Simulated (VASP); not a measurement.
# GW on AlN, part 3 of 4

Wanted: how far GW moves the Kohn-Sham levels of AlN. The cell is of the wurtzite type, one of the forms listed for this formula. The start is a cell from a database of measured crystal structures.

VASP 6.6.1, plane waves and PAW; the level of theory is named at each step.

So far, quasiparticle gap on the mesh (eV): step 3 (G0W0, bands in the sums 48) 5.59; step 5 (G0W0, bands in the sums 64) 5.64; step 7 (G0W0, bands in the sums 88) 5.69; step 9 (G0W0, bands in the sums 112) 5.72.

The database entry behind the starting cell differs from later determinations by our own check (inner coordinate u about 0.002 short), so it need not match the best structure at ambient conditions.

## (10) Empty bands

This step: PBE; plane waves and PAW (Al_GW, N_GW) (VASP 6.6.1).

The empty bands are made again, for the run that follows.

File INCAR:

```
SYSTEM = AlN
PREC = Accurate
ENCUT = 450
ISMEAR = 0
SIGMA = 0.01
LREAL = .FALSE.
GGA = PE
NBANDS = 144
ALGO = Exact
NELM = 1
LWAVE = .TRUE.
LCHARG = .FALSE.
LOPTICS = .TRUE.
NEDOS = 1000
CSHIFT = 0.1
```

File POSCAR:

```
AlN
1.0
    3.1130000000      0.0000000000      0.0000000000
   -1.5565000000      2.6959370820      0.0000000000
    0.0000000000      0.0000000000      4.9810000000
Al N
2 2
Direct
    0.6666666667      0.3333333333      0.5000000000
    0.3333333333      0.6666666667      0.0000000000
    0.6666666667      0.3333333333      0.8800000000
    0.3333333333      0.6666666667      0.3800000000
```

File KPOINTS:

```
Automatic mesh
0
Gamma
3 3 2
0 0 0
```

The projector-augmented-wave data sets are Al_GW and N_GW (PBE family, release 64).

Command:

```
mpirun -np 8 vasp_std
```

Log:

```text
[banner, memory and clock lines left out]
running    8 mpi-ranks, on    1 nodes
[...]
[... a notice as in an earlier step ...]

 LDA part: xc-table for (Slater+PW92), standard interpolation
 found WAVECAR, reading the header
  number of bands has changed, file:    16 present:   144
  trying to continue reading WAVECAR, but it might fail
 POSCAR, INCAR and KPOINTS ok, starting setup
[...]
reading WAVECAR
 random initialization beyond band           16
 the WAVECAR file was read successfully
 initial charge from wavefunction
 entering main loop
       N       E                     dE             d eps       ncg     rms          rms(c)
[... 1 cycle as in an earlier step ...]
   1 F= -.29629726E+02 E0= -.29629726E+02  d E =-.735995E-57
 writing wavefunctions
 optical routines
 imaginary and real dielectric function
 recalculating local potential from charge density
 direction            1
 direction            2
 direction            3
```

Run time: 2.6 s. Hardware: 8 MPI ranks of Intel Xeon 6975P-C (Granite Rapids), shared host; peak memory 1 GiB.

Parts of OUTCAR (step 10):

```text
 POSITION                                       TOTAL-FORCE (eV/Angst)
 -----------------------------------------------------------------------------------
      1.55650      0.89865      2.49050         0.000000      0.000000     -0.198875
     -0.00000      1.79729      0.00000        -0.000000     -0.000000     -0.198875
      1.55650      0.89865      4.38328         0.000000     -0.000000      0.198875
     -0.00000      1.79729      1.89278        -0.000000      0.000000      0.198875
 -----------------------------------------------------------------------------------
    total drift:                               -0.000000     -0.000000     -0.000209

[... 4 parts as in an earlier step ...]

[... 2 further parts left out ...]
[key lines of the parts left out:]
E-fermi :   5.2713
```

WAVECAR now holds 144 bands for 16 electrons.

## (11) G0W0, bands in the sums 144

This step: G0W0 on PBE; plane waves and PAW (Al_GW, N_GW) (VASP 6.6.1).

The sums now run over 144 bands at the same response cutoff.

File INCAR:

```
SYSTEM = AlN
PREC = Accurate
ENCUT = 450
ISMEAR = 0
SIGMA = 0.01
LREAL = .FALSE.
GGA = PE
NBANDS = 144
ALGO = EVGW0
NELMGW = 1
ENCUTGW = 200
NOMEGA = 64
PRECFOCK = Fast
NBANDSGW = 16
LWAVE = .FALSE.
LCHARG = .FALSE.
```

POSCAR is that of step 10.

KPOINTS is that of step 10.

Command:

```
mpirun -np 8 vasp_std
```

Log:

```text
[banner, memory and clock lines left out]
running    8 mpi-ranks, on    1 nodes
[...]
[... a notice as in an earlier step ...]

 [... a notice as in an earlier step ...]

 LDA part: xc-table for (Slater+PW92), standard interpolation
 found WAVECAR, reading the header
 POSCAR, INCAR and KPOINTS ok, starting setup
[...]
reading WAVECAR
 the WAVECAR file was read successfully
 initial charge from wavefunction
 available memory per node:     27.36 GB, setting MAXMEM to     28021

 The Fermi energy was updated, please check that it is located mid-gap
 values below the HOMO (VB) or above the LUMO (CB) will cause erroneous energies
 E-fermi :   7.2587

 calculate exact exchange contribution
 the WAVEDER file was read successfully
energies w=
    0.000    0.000    0.709    0.000    1.416    0.000    2.120    0.000
    2.820    0.000    3.513    0.000    4.199    0.000    4.878    0.000
    5.548    0.000    6.209    0.000    6.861    0.000    7.504    0.000
[...]
total number of BLAS operations         44.03 Gflops
NQ=   2    0.3333    0.0000    0.0000,
|.........|.........|.........|.........|.........|.........|.........|.........
 performed        188000 updates of chi_q(r,r)
 total number of BLAS operations        115.24 Gflops
NQ=   3    0.3333    0.3333    0.0000,
|.........|.........|.........|.........|.........|.........|.........|.........
 performed        273000 updates of chi_q(r,r)
 total number of BLAS operations        169.48 Gflops
NQ=   4    0.0000    0.0000    0.5000,
|.........|.........|.........|.........|.........|.........|.........|.........
 performed        339000 updates of chi_q(r,r)
 total number of BLAS operations        210.20 Gflops
NQ=   5    0.3333    0.0000    0.5000,
|.........|.........|.........|.........|.........|.........|.........|.........
 performed        461000 updates of chi_q(r,r)
 total number of BLAS operations        283.54 Gflops
NQ=   6    0.3333    0.3333    0.5000,
|.........|.........|.........|.........|.........|.........|.........|.........
 performed        546000 updates of chi_q(r,r)
 total number of BLAS operations        328.93 Gflops
 resolving degeneracies of screened two electron integrals

 calculate QP shifts <psi_nk| G(iteration)W_0 |psi_nk>: iteration 1
 entering main loop
```

It took 8.4 s on 8 MPI ranks; peak memory 1.8 GiB; 51 s of CPU time.

From OUTCAR (step 11):

```text
 QP shifts <psi_nk| G(iteration)W_0 |psi_nk>: iteration 1
 for sc-GW calculations column KS-energies equals QP-energies in previous step
 and V_xc(KS)=  KS-energies - (<T + V_ion + V_H > + <T+V_H+V_ion>^1  + <V_x>^1)
 k-point   1 :       0.0000    0.0000    0.0000
  band No.  KS-energies  QP-energies   sigma(KS)   V_xc(KS)     V^pw_x(r,r')   Z            occupation Imag(sigma)
    ...
      5       4.3242       3.3574     -17.5580     -16.3009     -20.8602       0.7692       2.0000       0.0822
      6       4.9836       4.0982     -17.9133     -16.7703     -21.0827       0.7745       2.0000       0.0754
      7       4.9836       4.0982     -17.9133     -16.7703     -21.0827       0.7745       2.0000       0.0754
      8       5.1601       4.3572     -17.8994     -16.8649     -20.8913       0.7761       2.0000       0.0729
      9       9.3572      10.1039     -11.5596     -12.4922      -7.5066       0.8007       0.0000      -0.0781
     10      11.7862      12.6060      -9.9223     -10.9389      -5.4469       0.8064       0.0000      -0.0857
     11      15.7603      16.8397     -12.4982     -13.9333      -7.0646       0.7522       0.0000      -0.1574
     12      16.2733      17.1048      -8.8315      -9.8752      -3.8486       0.7967       0.0000      -0.1222
    ...

[... 1 part as in an earlier step ...]

[... 2 further parts left out ...]
[key lines of the parts left out:]
E-fermi :   7.2587
```

The gap is now 5.747 eV, +30 meV against the GW run before.

## (12) Empty bands

This step: PBE; plane waves and PAW (Al_GW, N_GW) (VASP 6.6.1).

The empty bands are made again, for the run that follows.

File INCAR:

```
SYSTEM = AlN
PREC = Accurate
ENCUT = 450
ISMEAR = 0
SIGMA = 0.01
LREAL = .FALSE.
GGA = PE
NBANDS = 184
ALGO = Exact
NELM = 1
LWAVE = .TRUE.
LCHARG = .FALSE.
LOPTICS = .TRUE.
NEDOS = 1000
CSHIFT = 0.1
```

POSCAR is that of step 11.

KPOINTS is that of step 11.

Command:

```
mpirun -np 8 vasp_std
```

Log:

```text
[banner, memory and clock lines left out]
running    8 mpi-ranks, on    1 nodes
[...]
[... a notice as in an earlier step ...]

 LDA part: xc-table for (Slater+PW92), standard interpolation
 found WAVECAR, reading the header
  number of bands has changed, file:    16 present:   184
  trying to continue reading WAVECAR, but it might fail
 POSCAR, INCAR and KPOINTS ok, starting setup
[...]
reading WAVECAR
 random initialization beyond band           16
 the WAVECAR file was read successfully
 initial charge from wavefunction
 entering main loop
       N       E                     dE             d eps       ncg     rms          rms(c)
[... 1 cycle as in an earlier step ...]
   1 F= -.29629726E+02 E0= -.29629726E+02  d E =-.162437E-20
 writing wavefunctions
 optical routines
 imaginary and real dielectric function
 recalculating local potential from charge density
 direction            1
 direction            2
 direction            3
```

Wall time 3 s (8 MPI ranks); peak memory 1 GiB.

From OUTCAR (step 12):

```text
 POSITION                                       TOTAL-FORCE (eV/Angst)
 -----------------------------------------------------------------------------------
      1.55650      0.89865      2.49050        -0.000000     -0.000000     -0.198875
     -0.00000      1.79729      0.00000         0.000000      0.000000     -0.198875
      1.55650      0.89865      4.38328        -0.000000      0.000000      0.198875
     -0.00000      1.79729      1.89278        -0.000000     -0.000000      0.198875
 -----------------------------------------------------------------------------------
    total drift:                               -0.000000     -0.000000     -0.000209

[... 4 parts as in an earlier step ...]

[... 2 further parts left out ...]
[key lines of the parts left out:]
E-fermi :   5.2232
```

WAVECAR now holds 184 bands for 16 electrons.

## (13) G0W0, bands in the sums 184

This step: G0W0 on PBE; plane waves and PAW (Al_GW, N_GW) (VASP 6.6.1).

The sums now run over 184 bands at the same response cutoff.

File INCAR:

```
SYSTEM = AlN
PREC = Accurate
ENCUT = 450
ISMEAR = 0
SIGMA = 0.01
LREAL = .FALSE.
GGA = PE
NBANDS = 184
ALGO = EVGW0
NELMGW = 1
ENCUTGW = 200
NOMEGA = 64
PRECFOCK = Fast
NBANDSGW = 16
LWAVE = .FALSE.
LCHARG = .FALSE.
```

POSCAR is that of step 12.

KPOINTS is that of step 12.

Command:

```
mpirun -np 8 vasp_std
```

Log:

```text
[banner, memory and clock lines left out]
running    8 mpi-ranks, on    1 nodes
[...]
[... a notice as in an earlier step ...]

 [... a notice as in an earlier step ...]

 LDA part: xc-table for (Slater+PW92), standard interpolation
 found WAVECAR, reading the header
 POSCAR, INCAR and KPOINTS ok, starting setup
[...]
reading WAVECAR
 the WAVECAR file was read successfully
 initial charge from wavefunction
 available memory per node:     27.36 GB, setting MAXMEM to     28011

 The Fermi energy was updated, please check that it is located mid-gap
 values below the HOMO (VB) or above the LUMO (CB) will cause erroneous energies
 E-fermi :   7.2587

 calculate exact exchange contribution
 the WAVEDER file was read successfully
energies w=
    0.000    0.000    0.710    0.000    1.419    0.000    2.124    0.000
    2.825    0.000    3.520    0.000    4.208    0.000    4.888    0.000
    5.559    0.000    6.221    0.000    6.874    0.000    7.518    0.000
[...]
total number of BLAS operations         56.68 Gflops
NQ=   2    0.3333    0.0000    0.0000,
|.........|.........|.........|.........|.........|.........|.........|.........
 performed        242000 updates of chi_q(r,r)
 total number of BLAS operations        148.05 Gflops
NQ=   3    0.3333    0.3333    0.0000,
|.........|.........|.........|.........|.........|.........|.........|.........
 performed        351000 updates of chi_q(r,r)
 total number of BLAS operations        217.76 Gflops
NQ=   4    0.0000    0.0000    0.5000,
|.........|.........|.........|.........|.........|.........|.........|.........
 performed        437000 updates of chi_q(r,r)
 total number of BLAS operations        270.18 Gflops
NQ=   5    0.3333    0.0000    0.5000,
|.........|.........|.........|.........|.........|.........|.........|.........
 performed        593000 updates of chi_q(r,r)
 total number of BLAS operations        364.28 Gflops
NQ=   6    0.3333    0.3333    0.5000,
|.........|.........|.........|.........|.........|.........|.........|.........
 performed        702000 updates of chi_q(r,r)
 total number of BLAS operations        422.62 Gflops
 resolving degeneracies of screened two electron integrals

 calculate QP shifts <psi_nk| G(iteration)W_0 |psi_nk>: iteration 1
 entering main loop
```

The job ended after 8.2 s (8 MPI ranks; peak memory 1.8 GiB).

From OUTCAR (step 13):

```text
 QP shifts <psi_nk| G(iteration)W_0 |psi_nk>: iteration 1
 for sc-GW calculations column KS-energies equals QP-energies in previous step
 and V_xc(KS)=  KS-energies - (<T + V_ion + V_H > + <T+V_H+V_ion>^1  + <V_x>^1)
 k-point   1 :       0.0000    0.0000    0.0000
  band No.  KS-energies  QP-energies   sigma(KS)   V_xc(KS)     V^pw_x(r,r')   Z            occupation Imag(sigma)
    ...
      5       4.3242       3.2874     -17.6475     -16.3009     -20.8602       0.7699       2.0000       0.0836
      6       4.9836       4.0271     -18.0071     -16.7703     -21.0827       0.7733       2.0000       0.0771
      7       4.9836       4.0271     -18.0071     -16.7703     -21.0827       0.7733       2.0000       0.0771
      8       5.1601       4.2824     -17.9943     -16.8649     -20.8913       0.7772       2.0000       0.0754
      9       9.3572      10.0551     -11.6210     -12.4922      -7.5066       0.8012       0.0000      -0.0773
     10      11.7862      12.5631      -9.9750     -10.9389      -5.4469       0.8061       0.0000      -0.0852
     11      15.7603      16.7809     -12.5763     -13.9333      -7.0646       0.7521       0.0000      -0.1559
     12      16.2733      17.0655      -8.8803      -9.8752      -3.8486       0.7962       0.0000      -0.1226
    ...

[... 1 part as in an earlier step ...]

[... 2 further parts left out ...]
[key lines of the parts left out:]
E-fermi :   7.2587
```

The gap is now 5.773 eV, +26 meV against the GW run before.

## (14) Empty bands

This step: PBE; plane waves and PAW (Al_GW, N_GW) (VASP 6.6.1).

The empty bands are made again, for the run that follows.

File INCAR:

```
SYSTEM = AlN
PREC = Accurate
ENCUT = 450
ISMEAR = 0
SIGMA = 0.01
LREAL = .FALSE.
GGA = PE
NBANDS = 224
ALGO = Exact
NELM = 1
LWAVE = .TRUE.
LCHARG = .FALSE.
LOPTICS = .TRUE.
NEDOS = 1000
CSHIFT = 0.1
```

POSCAR is that of step 13.

KPOINTS is that of step 13.

Command:

```
mpirun -np 8 vasp_std
```

Log:

```text
[banner, memory and clock lines left out]
running    8 mpi-ranks, on    1 nodes
[...]
[... a notice as in an earlier step ...]

 LDA part: xc-table for (Slater+PW92), standard interpolation
 found WAVECAR, reading the header
  number of bands has changed, file:    16 present:   224
  trying to continue reading WAVECAR, but it might fail
 POSCAR, INCAR and KPOINTS ok, starting setup
[...]
reading WAVECAR
 random initialization beyond band           16
 the WAVECAR file was read successfully
 initial charge from wavefunction
 entering main loop
       N       E                     dE             d eps       ncg     rms          rms(c)
[... 1 cycle as in an earlier step ...]
   1 F= -.29629726E+02 E0= -.29629726E+02  d E =-.250149E-69
 writing wavefunctions
 optical routines
 imaginary and real dielectric function
 recalculating local potential from charge density
 direction            1
 direction            2
 direction            3
```

Elapsed: 3.4 s, on 8 MPI ranks; peak memory 1 GiB; 18 s of CPU time.

Parts of OUTCAR (step 14):

```text
  Total        0.3810056      0.3810056      0.2839344      0.0000000      0.0000000     -0.0000000
  in kB       14.6028131     14.6028131     10.8823629      0.0000000      0.0000000     -0.0000000
  external PRESSURE =      13.3626630 kB  Pullay stress =       0.0000000 kB

 POSITION                                       TOTAL-FORCE (eV/Angst)
 -----------------------------------------------------------------------------------
      1.55650      0.89865      2.49050        -0.000000      0.000000     -0.198875
     -0.00000      1.79729      0.00000         0.000000     -0.000000     -0.198875
      1.55650      0.89865      4.38328        -0.000000     -0.000000      0.198875
     -0.00000      1.79729      1.89278        -0.000000      0.000000      0.198875
 -----------------------------------------------------------------------------------
    total drift:                               -0.000000     -0.000000     -0.000209

[... 3 parts as in an earlier step ...]

[... 2 further parts left out ...]
[key lines of the parts left out:]
E-fermi :   5.2835
```

WAVECAR now holds 224 bands for 16 electrons.

## (15) G0W0, bands in the sums 224

This step: G0W0 on PBE; plane waves and PAW (Al_GW, N_GW) (VASP 6.6.1).

The sums now run over 224 bands at the same response cutoff.

File INCAR:

```
SYSTEM = AlN
PREC = Accurate
ENCUT = 450
ISMEAR = 0
SIGMA = 0.01
LREAL = .FALSE.
GGA = PE
NBANDS = 224
ALGO = EVGW0
NELMGW = 1
ENCUTGW = 200
NOMEGA = 64
PRECFOCK = Fast
NBANDSGW = 16
LWAVE = .FALSE.
LCHARG = .FALSE.
```

POSCAR is that of step 14.

KPOINTS is that of step 14.

Command:

```
mpirun -np 8 vasp_std
```

Log:

```text
[banner, memory and clock lines left out]
running    8 mpi-ranks, on    1 nodes
[...]
[... a notice as in an earlier step ...]

 [... a notice as in an earlier step ...]

 LDA part: xc-table for (Slater+PW92), standard interpolation
 found WAVECAR, reading the header
 POSCAR, INCAR and KPOINTS ok, starting setup
[...]
reading WAVECAR
 the WAVECAR file was read successfully
 initial charge from wavefunction
 available memory per node:     27.41 GB, setting MAXMEM to     28069

 The Fermi energy was updated, please check that it is located mid-gap
 values below the HOMO (VB) or above the LUMO (CB) will cause erroneous energies
 E-fermi :   7.2587

 calculate exact exchange contribution
 the WAVEDER file was read successfully
energies w=
    0.000    0.000    0.713    0.000    1.424    0.000    2.132    0.000
    2.835    0.000    3.533    0.000    4.223    0.000    4.905    0.000
    5.579    0.000    6.243    0.000    6.899    0.000    7.545    0.000
[...]
total number of BLAS operations         69.33 Gflops
NQ=   2    0.3333    0.0000    0.0000,
|.........|.........|.........|.........|.........|.........|.........|.........
 performed        296000 updates of chi_q(r,r)
 total number of BLAS operations        180.86 Gflops
NQ=   3    0.3333    0.3333    0.0000,
|.........|.........|.........|.........|.........|.........|.........|.........
 performed        429000 updates of chi_q(r,r)
 total number of BLAS operations        266.04 Gflops
NQ=   4    0.0000    0.0000    0.5000,
|.........|.........|.........|.........|.........|.........|.........|.........
 performed        534000 updates of chi_q(r,r)
 total number of BLAS operations        330.16 Gflops
NQ=   5    0.3333    0.0000    0.5000,
|.........|.........|.........|.........|.........|.........|.........|.........
 performed        725000 updates of chi_q(r,r)
 total number of BLAS operations        445.01 Gflops
NQ=   6    0.3333    0.3333    0.5000,
|.........|.........|.........|.........|.........|.........|.........|.........
 performed        858000 updates of chi_q(r,r)
 total number of BLAS operations        516.31 Gflops
 resolving degeneracies of screened two electron integrals

 calculate QP shifts <psi_nk| G(iteration)W_0 |psi_nk>: iteration 1
 entering main loop
```

It took 13 s on 8 MPI ranks; peak memory 1.8 GiB; 80 s of CPU time.

From OUTCAR (step 15):

```text
 QP shifts <psi_nk| G(iteration)W_0 |psi_nk>: iteration 1
 for sc-GW calculations column KS-energies equals QP-energies in previous step
 and V_xc(KS)=  KS-energies - (<T + V_ion + V_H > + <T+V_H+V_ion>^1  + <V_x>^1)
 k-point   1 :       0.0000    0.0000    0.0000
  band No.  KS-energies  QP-energies   sigma(KS)   V_xc(KS)     V^pw_x(r,r')   Z            occupation Imag(sigma)
    ...
      5       4.3242       3.2452     -17.7032     -16.3009     -20.8602       0.7695       2.0000       0.0821
      6       4.9836       3.9829     -18.0660     -16.7703     -21.0827       0.7723       2.0000       0.0764
      7       4.9836       3.9829     -18.0660     -16.7703     -21.0827       0.7723       2.0000       0.0764
      8       5.1601       4.2384     -18.0518     -16.8649     -20.8913       0.7766       2.0000       0.0750
      9       9.3572      10.0245     -11.6600     -12.4922      -7.5066       0.8020       0.0000      -0.0773
     10      11.7862      12.5370     -10.0076     -10.9389      -5.4469       0.8062       0.0000      -0.0853
     11      15.7603      16.7438     -12.6245     -13.9333      -7.0646       0.7515       0.0000      -0.1546
     12      16.2733      17.0425      -8.9095      -9.8752      -3.8486       0.7965       0.0000      -0.1227
    ...

[... 1 part as in an earlier step ...]

[... 2 further parts left out ...]
[key lines of the parts left out:]
E-fermi :   7.2587
```

The gap is now 5.786 eV, +13 meV against the GW run before.

(Continued in part 4 of 4.)

[Lines on the potential files, build, host, timing and source positions are cut from VASP's logs without a mark.]

[Logs are printed without paths, hosts, clocks, repeated set-up lines and the standing remarks that a program may print on its own settings, such as how far it seeks lower states.]

[Hosts, paths, dates, database ids (printed as entryN), source tags and the programs' standing remarks are cut or masked in the printed files.]

[Pressures printed for these runs are not shown converged in the cutoff: they can be off by several GPa and have the wrong sign.]
